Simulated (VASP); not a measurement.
Here is the system:

```xyz
2
Lattice="0.0000 3.2581 3.2581 3.2581 0.0000 3.2581 3.2581 3.2581 0.0000" Properties=species:S:1:pos:R:3 pbc="T T T"
Ba     0.0000     0.0000     0.0000
S      3.2581     3.2581     3.2581
```

These are revPBE GGA, VASP's PBE PAW potentials (set 64) (plane waves; VASP) values and carry that method's errors. Numerical set-up: 520 eV cut-off, Gaussian smearing of 0.050 eV, potentials Ba_sv S.

Unless said otherwise, spin-orbit coupling is left out, though it shifts the bands of the heavy elements here.

What does the run give for the band gap (along the path) with the smallest direct gap where there is one?

```
Item                                    Value
------------------------------------  -------
band gap (along the path)             2.31 eV
smallest direct gap (along the path)  2.47 eV
```

The absolute energy has meaning only against runs of the same code, potentials and settings.

The compound is BaS in the rock salt structure. It was relaxed first, which changed the volume by +6 %.
